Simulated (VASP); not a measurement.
The system is TiRuN2.

```xyz
4
Lattice="3.3959 0.0000 0.0000 -1.6979 2.9409 0.0000 0.0000 0.0000 4.3746" Properties=species:S:1:pos:R:3 pbc="T T T"
Ti    0.0000    0.0000    0.0000
Ru    0.0000    0.0000    2.1873
N     0.0000    1.9606    0.9201
N     1.6979    0.9803    3.4545
```

The cell was built by a generator and needn't be a form met in nature.

| Item | Value |
| --- | --- |
| Program | VASP 6.6.1 |
| Task | relaxation of cell and atoms |
| Functional | PBE |
| Potentials or basis | VASP PAW PBE potentials, release 64 (Ti_sv, Ru_pv, N) |
| Cutoff | 520 eV |
| k mesh | 5 × 5 × 4 |
| Occupations | gaussian, width 0.15 eV |
| Spin | no spin polarisation |

At the start: pressure -1.1 GPa; volume 10.92 Å³/atom.

Question: How do energy, volume and symmetry change on relaxing?

Answer: Over 11 steps the energy falls by 608.7 meV/atom and the volume is 9.76 Å³/atom (-10.7 %); space group P-3m1 (No. 164, to 0.05 Å).

The path:
```csv
step,energy change (eV),largest force (eV/Å),pressure (GPa),volume (Å³)
1,0.0000,2.5287,-1.06,43.69
2,-2.0954,0.4327,-13.56,42.39
3,-2.2758,0.0587,-14.62,41.81
4,-2.1568,0.8696,-12.60,40.39
5,-2.3089,0.1254,-14.77,41.59
6,-2.1032,0.4164,33.80,35.65
7,-2.4293,0.2038,0.10,39.19
8,-2.4296,0.1952,0.09,39.15
9,-2.3530,0.2895,15.34,37.37
10,-2.4295,0.2070,0.77,39.10
11,-2.4348,0.0392,0.32,39.03
```

Final structure:
```
Ti Ru N
1.0
     2.91396    0.00000    0.00000
    -1.45698    2.52357    0.00000
     0.00000    0.00000    5.30765
Ti Ru N
1 1 2
Direct
  0.00000 0.00000 0.00000
  0.00000 0.00000 0.50000
  0.33333 0.66667 0.24604
  0.66667 0.33333 0.75396
```

Caveat: the k mesh is coarse (spacing up to 0.43 Å⁻¹), so the values aren't converged.
